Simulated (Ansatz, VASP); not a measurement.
## Cross-check of AlGaAs2 ([001] superlattice of 2 + 2 monolayers (invented)) between VASP and Ansatz

One calculation is typed for both programs; each brings its own data sets. How far apart do they land? The cell is generated by rule, not measured, and may not be a known phase. The cell is taken from a series of runs on this material, whose earlier steps may have relaxed, scaled, displaced or heated it; both programs get it as it stands.

Calculated with Ansatz 0.2.0; plane waves, with VASP 6.6.1 beside it; relaxation of cell and atoms at r2SCAN.

### 1. The starting structure

The structure is tetragonal, space group P-4m2 (No. 115). Conventional cell: a = 4.014 Å, b = 4.014 Å, c = 11.325 Å, α = 90.00°, β = 90.00°, γ = 90.00°. Ga has 4 As at 2.45 to 2.46 Å nearest. Nearest to As lie 4 Ga at 2.45 Å. Nearest to As lie 2 Al at 2.45 Å and 2 Ga at 2.46 Å. Nearest to As lie 4 Al at 2.46 Å. Al has 4 As at 2.45 to 2.46 Å nearest. Farther neighbours are not listed.

### 2. VASP: relaxation of cell and atoms, r2SCAN, pair 1

The relaxed volume is the usual yardstick between codes: in a stiff, nearly cubic crystal its relative difference is about their pressure difference at one cell divided by the bulk modulus.

Lines of VASP's logs that name or quote its potential files are left out, and so is its time.

Contents of INCAR:

```
SYSTEM = AlGaAs2
PREC = Accurate
ENCUT = 550
EDIFF = 1E-07
NELM = 120
ISMEAR = 0
SIGMA = 0.01
LREAL = .FALSE.
ALGO = Normal
METAGGA = R2SCAN
LASPH = .TRUE.
NBANDS = 34
LORBIT = 11
LWAVE = .FALSE.
LCHARG = .FALSE.
ISIF = 3
IBRION = 2
NSW = 80
EDIFFG = -0.005
GGA_COMPAT = .FALSE.
NELMIN = 4
EFERMI = MIDGAP
LMIXTAU = .TRUE.
KPAR = 2
```

Contents of POSCAR:

```
AlGaAs2
1.0
    4.0136670000      0.0000000000      0.0000000000
    0.0000000000      4.0136670000      0.0000000000
    0.0000000000      0.0000000000     11.3249630000
Ga As Al
2 4 2
Direct
    0.5000001246      0.0000000000      0.8752564578
    0.0000000000      0.5000001246      0.1247435422
    0.5000001246      0.5000001246      0.0000000000
    0.0000000000      0.0000000000      0.2500702210
    0.5000001246      0.5000001246      0.4999999558
    0.0000000000      0.0000000000      0.7499297790
    0.5000001246      0.0000000000      0.3747876262
    0.0000000000      0.5000001246      0.6252123738
```

Contents of KPOINTS:

```
Automatic mesh
0
Gamma
6 6 2
0 0 0
```

Potentials, in the order of the species: Ga_d, As and Al (PBE family, release 64).

On the command line:

```
$ mpirun -np 2 vasp_std
```

Numbers of over 12 decimals in the logs are rounded to 6 here.

The log of the run:

```text
[banner, memory and clock lines left out]
running    2 mpi-ranks, on    1 nodes
 distrk:  each k-point on    1 cores,    2 groups
 distr:  one band on    1 cores,    1 groups

 POSCAR found type information on POSCAR GaAsAl
 POSCAR found :  3 types and       8 ions
|                                                                             |
|               ----> ADVICE to this user running VASP <----                  |
|                                                                             |
|     You enforced a specific xc type in the INCAR file but a different       |
|     [... a line on the potential file left out ...]
|     I HOPE YOU KNOW WHAT YOU ARE DOING!                                     |
|                                                                             |

 LDA part: xc-table for (None), standard interpolation
 POSCAR, INCAR and KPOINTS ok, starting setup
 FFT: planning ... GRIDC
 FFT: planning ... GRID_SOFT
 FFT: planning ... GRID
 WAVECAR not read
 entering main loop
       N       E                     dE             d eps       ncg     rms          rms(c)
DAV:   1     0.323406560220E+03    0.32341E+03   -0.23780E+04  1410   0.186E+03
DAV:   2    -0.501635790493E+02   -0.37357E+03   -0.35786E+03  1536   0.465E+02
DAV:   3    -0.103521229565E+03   -0.53358E+02   -0.51947E+02  1604   0.137E+02
DAV:   4    -0.106040344172E+03   -0.25191E+01   -0.25047E+01  1656   0.310E+01
DAV:   5    -0.106111299234E+03   -0.70955E-01   -0.70802E-01  1838   0.495E+00    0.766E+00
DAV:   6    -0.103918984356E+03    0.21923E+01   -0.22363E+00  1724   0.149E+01    0.433E+00
DAV:   7    -0.986937493210E+02    0.52252E+01   -0.99980E-01  1494   0.535E+00    0.178E+00
DAV:   8    -0.100775094092E+03   -0.20813E+01   -0.13011E+00  1536   0.575E+00    0.715E-01
DAV:   9    -0.993101214890E+02    0.14650E+01   -0.24921E-01  1452   0.398E+00    0.448E-01
DAV:  10    -0.994063297680E+02   -0.96208E-01   -0.67564E-02  1430   0.170E+00    0.229E-01
DAV:  11    -0.994571231615E+02   -0.50793E-01   -0.86163E-02  1426   0.181E+00    0.122E-01
DAV:  12    -0.994625833545E+02   -0.54602E-02   -0.89786E-03  1536   0.719E-01    0.141E-01
DAV:  13    -0.994632152350E+02   -0.63188E-03   -0.20138E-04  1810   0.957E-02    0.134E-01
DAV:  14    -0.994643911134E+02   -0.11759E-02   -0.10579E-03  1446   0.216E-01    0.613E-02
[...]
DAV:  25    -0.994670835438E+02   -0.23640E-04   -0.22989E-05  1510   0.299E-02    0.150E-02
DAV:  26    -0.994670836961E+02   -0.15227E-06   -0.55425E-06  1742   0.155E-02    0.940E-03
DAV:  27    -0.994670849189E+02   -0.12228E-05   -0.77310E-07  1354   0.509E-03    0.667E-03
DAV:  28    -0.994670853733E+02   -0.45444E-06   -0.90625E-08   858   0.229E-03    0.402E-03
DAV:  29    -0.994670871566E+02   -0.17833E-05   -0.39589E-07  1330   0.307E-03    0.138E-03
DAV:  30    -0.994670869164E+02    0.24017E-06   -0.42291E-08   722   0.145E-03    0.112E-03
DAV:  31    -0.994670870862E+02   -0.16973E-06   -0.16090E-08   716   0.103E-03    0.722E-04
DAV:  32    -0.994670871280E+02   -0.41868E-07   -0.14653E-08   720   0.748E-04
   1 F= -.99467087E+02 E0= -.99467087E+02  d E =-.994671E+02
 curvature:   0.00 expect dE= 0.000E+00 dE for cont linesearch  0.000E+00
 trial: gam= 0.00000 g(F)=  0.170E-04 g(S)=  0.813E-04 ort = 0.000E+00 (trialstep = 0.100E+01)
 search vector abs. value=  0.983E-04
 bond charge predicted
       N       E                     dE             d eps       ncg     rms          rms(c)
DAV:   1    -0.994675366644E+02   -0.44958E-03   -0.71366E-03  1934   0.102E+00    0.122E-01
DAV:   2    -0.994671630737E+02    0.37359E-03   -0.83227E-04  1864   0.403E-01    0.600E-02
DAV:   3    -0.994670778975E+02    0.85176E-04   -0.20930E-04  1924   0.170E-01    0.107E-02
DAV:   4    -0.994670776606E+02    0.23688E-06   -0.42701E-05  1394   0.632E-02    0.582E-03
DAV:   5    -0.994670813545E+02   -0.36939E-05   -0.10836E-05  1450   0.224E-02    0.393E-03
DAV:   6    -0.994670864415E+02   -0.50870E-05   -0.51808E-06  1424   0.176E-02    0.137E-03
DAV:   7    -0.994670875390E+02   -0.10975E-05   -0.13201E-06  1412   0.870E-03    0.690E-04
DAV:   8    -0.994670878010E+02   -0.26201E-06   -0.35658E-07  1274   0.505E-03    0.414E-04
DAV:   9    -0.994670880147E+02   -0.21370E-06   -0.16416E-07  1012   0.364E-03    0.119E-04
DAV:  10    -0.994670881446E+02   -0.12982E-06   -0.31704E-08   716   0.169E-03    0.659E-05
DAV:  11    -0.994670881523E+02   -0.76998E-08   -0.40518E-09   710   0.634E-04
   2 F= -.99467088E+02 E0= -.99467088E+02  d E =-.102424E-05
 trial-energy change:   -0.000001  1 .order   -0.000030   -0.000098    0.000037
 step:   0.4096(harm=  0.7248)  dis= 0.00025  next Energy=   -99.467105 (dE=-0.181E-04)
 reached required accuracy - stopping structural energy minimisation
```

OUTCAR, selected parts (step 2):

```text
ion  position               nearest neighbor table
   1  0.500  0.000  0.875-   3 2.45   3 2.45   6 2.46   6 2.46
   2  0.000  0.500  0.125-   3 2.45   3 2.45   4 2.46   4 2.46
   3  0.500  0.500  0.000-   1 2.45   2 2.45   1 2.45   2 2.45
   4  0.000  0.000  0.250-   7 2.45   7 2.45   2 2.46   2 2.46
   5  0.500  0.500  0.500-   7 2.46   8 2.46   7 2.46   8 2.46
   6  0.000  0.000  0.750-   8 2.45   8 2.45   1 2.46   1 2.46
   7  0.500  0.000  0.375-   4 2.45   4 2.45   5 2.46   5 2.46
   8  0.000  0.500  0.625-   6 2.45   6 2.45   5 2.46   5 2.46

  LATTYP: Found a simple tetragonal cell.
 ALAT       =     4.0136670000
 C/A-ratio  =     2.8216000480

 Subroutine GETGRP returns: Found  8 space group operations
 (whereof  8 operations were pure point group operations)

The static configuration has the point symmetry D_2d.

 Found     20 irreducible k-points:

   k-points           NKPTS =     20   k-points in BZ     NKDIM =     20   number of bands    NBANDS=     34

   dimension x,y,z NGX =    32 NGY =   32 NGZ =   90
   dimension x,y,z NGXF=    64 NGYF=   64 NGZF=  180

   ENCUT  =  550.0 eV  40.42 Ry    6.36 a.u.   7.68  7.68 21.66*2*pi/ulx,y,z

   NELECT =      52.0000    total number of electrons

 k-points in reciprocal lattice and weights: Automatic mesh
   0.00000000  0.00000000  0.00000000       0.014
   0.16666667  0.00000000  0.00000000       0.056
   0.33333333  0.00000000  0.00000000       0.056
   0.50000000  0.00000000  0.00000000       0.028
   0.16666667  0.16666667  0.00000000       0.056
   0.33333333  0.16666667  0.00000000       0.111
   0.50000000  0.16666667  0.00000000       0.056
   0.33333333  0.33333333  0.00000000       0.056
   0.50000000  0.33333333  0.00000000       0.056
[...]
0.50000000  0.33333333  0.50000000       0.056
   0.50000000  0.50000000  0.50000000       0.014

 average (electrostatic) potential at core
       1 -71.1057       2 -71.1057       3 -54.7435       4 -54.5538       5 -54.3936
       6 -54.5538       7 -79.5149       8 -79.5149

 E-fermi :   4.4057

 k-point     1 :       0.0000    0.0000    0.0000
  band No.  band energies     occupation
    ...
     22       2.0476      2.00000
     23       2.0476      2.00000
     24       3.5954      2.00000
     25       3.5991      2.00000
     26       3.5991      2.00000
     27       5.2124      0.00000
     28       5.3885      0.00000
     29       5.7954      0.00000
     30       6.3121      0.00000
     31       6.3428      0.00000
    ...

 k-point     2 :       0.1667    0.0000    0.0000
  band No.  band energies     occupation
    ...
     22       2.1055      2.00000
     23       2.1444      2.00000
     24       2.1663      2.00000
     25       3.0092      2.00000
     26       3.5069      2.00000
     27       5.7486      0.00000
     28       6.2328      0.00000
     29       6.6947      0.00000
     30       6.9747      0.00000
     31       7.3541      0.00000
    ...

 k-point     3 :       0.3333    0.0000    0.0000
  band No.  band energies     occupation
    ...
     22       2.2846      2.00000
     23       2.2929      2.00000
     24       2.4085      2.00000
     25       2.4324      2.00000
     26       3.1534      2.00000
     27       6.0034      0.00000
     28       6.0861      0.00000
     29       6.4953      0.00000
     30       7.2650      0.00000
     31       8.3577      0.00000
    ...

  Total       -0.0340764     -0.0340764     -0.0339066      0.0000000      0.0000000      0.0000000
  in kB       -0.2988949     -0.2988949     -0.2974053      0.0000000      0.0000000      0.0000000
  external PRESSURE =      -0.2983984 kB  Pullay stress =       0.0000000 kB

  energy-cutoff  :      550.00
  volume of cell :      182.66
      direct lattice vectors                 reciprocal lattice vectors
     4.015264790  0.000000000  0.000000000     0.249049578  0.000000000  0.000000000
     0.000000000  4.015264790  0.000000000     0.000000000  0.249049578  0.000000000
     0.000000000  0.000000000 11.329676629     0.000000000  0.000000000  0.088263772

 POSITION                                       TOTAL-FORCE (eV/Angst)
 -----------------------------------------------------------------------------------
      2.00763      0.00000      9.91645         0.000000      0.000000     -0.002916
      0.00000      2.00763      1.41323        -0.000000      0.000000      0.002916
      2.00763      2.00763      0.00000        -0.000000      0.000000      0.000000
      4.01526      0.00000      2.83383        -0.000000      0.000000      0.004160
      2.00763      2.00763      5.66484        -0.000000      0.000000      0.000000
      4.01526      0.00000      8.49584         0.000000      0.000000     -0.004160
      2.00763      0.00000      4.24607        -0.000000      0.000000      0.002445
      4.01526      2.00763      7.08361        -0.000000      0.000000     -0.002445
 -----------------------------------------------------------------------------------
    total drift:                               -0.000336     -0.000336      0.000054

  FREE ENERGIE OF THE ION-ELECTRON SYSTEM (eV)
  ---------------------------------------------------
  free  energy   TOTEN  =       -99.4670881523 eV

  energy  without entropy=      -99.4670881523  energy(sigma->0) =      -99.46708815

 reached required accuracy - stopping structural energy minimisation

 total charge
# of ion       s       p       d       tot
------------------------------------------
    1        0.844   0.782   9.998  11.624
    2        0.844   0.782   9.998  11.624
    3        1.202   1.636   0.032   2.870
    4        1.195   1.683   0.028   2.907
    5        1.189   1.729   0.025   2.943
    6        1.195   1.683   0.028   2.907
    7        0.400   0.377   0.000   0.777
    8        0.400   0.377   0.000   0.777
--------------------------------------------------
tot          7.269   9.051  20.108  36.428

[... 3 further parts left out ...]
```

CONTCAR:

```
AlGaAs2
   1.00000000000000
     4.0152647903659267    0.0000000000000000    0.0000000000000000
     0.0000000000000000    4.0152647903659267    0.0000000000000000
     0.0000000000000000    0.0000000000000000   11.3296766287535302
  Ga              As              Al
     2     4     2
Direct
     0.5000001245999997    0.0000000000000000    0.8752631431379478
     0.0000000000000000    0.5000001245999997    0.1247368568620521
     0.5000001245999997    0.5000001245999997    0.0000000000000000
     1.0000000000000000    0.0000000000000000    0.2501246730990285
     0.5000001245999997    0.5000001245999997    0.4999999557999999
     1.0000000000000000    0.0000000000000000    0.7498753269009715
     0.5000001245999997    0.0000000000000000    0.3747739859126185
     1.0000000000000000    0.5000001245999997    0.6252260140873815
```

The gap is read on the k-mesh alone, so it is an upper bound where the band edges lie off the mesh. The PAW data sets were made with PBE, which is usual practice but a small mismatch for other functionals. The run keeps the 8 symmetry operations of its start, so it cannot find a distortion of lower symmetry.

(Part 1 of 2 ends here.)

[Lines on the potential files, build, host, timing and source positions are cut from VASP's logs without a mark.]

[Logs are printed without paths, hosts, clocks, repeated set-up lines and the standing remarks that a program may print on its own settings, such as how far it seeks lower states.]

[Hosts, paths, dates, database ids (printed as entryN), source tags and the programs' standing remarks are cut or masked in the printed files.]
